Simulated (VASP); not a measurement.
A run of VASP 6.6.1:

The input INCAR:

```
SYSTEM = Tl2Ge3
  PREC = Accurate
  ENCUT = 600
  EDIFF = 1E-7
  ISMEAR = 0
  SIGMA = 0.05
  LREAL = .False.
  LASPH = .True.
  NELM = 60
  ALGO = Normal
  ISIF = 3
  LWAVE = .False.
  LCHARG = .False.
  GGA = CA
  IBRION = 2
  NSW = 60
  EDIFFG = -0.01
```

Contents of KPOINTS:

```
Automatic mesh
0
Gamma
  8 8 3
  0 0 0
```

POSCAR

```
Tl2Ge3
1.0
    3.9367708600      0.0000000000      0.0000000000
   -1.9683854300      3.4093435700      0.0000000000
    0.0000000000      0.0000000000      9.3917310400
Tl Ge
2 3
Direct
    0.0000000000      0.0000000000      0.1453568500
    0.0000000000      0.0000000000      0.8546431500
    0.3333333300      0.6666666700      0.5000000000
    0.6666666700      0.3333333300      0.5000000000
    0.0000000000      0.0000000000      0.5000000000
```

Potentials or basis: VASP PAW LDA potentials, release 64 (Tl_d, Ge_d).

Command:

```bash
$ cat potpaw_LDA.64/Tl_d/POTCAR potpaw_LDA.64/Ge_d/POTCAR > POTCAR
$ mpirun -np 1 vasp_std > vasp.out
```

Hardware: 1 thread of Intel(R) Xeon(R) 6975P-C (Granite Rapids), with other jobs on the host.

Q: How long does it take, and how much memory?

A: Run time: 13 min on 1 thread of Intel(R) Xeon(R) 6975P-C (Granite Rapids), on a shared host, peak memory 0.27 GiB. Counts: scf iterations 154, k points 20, ion steps 15.
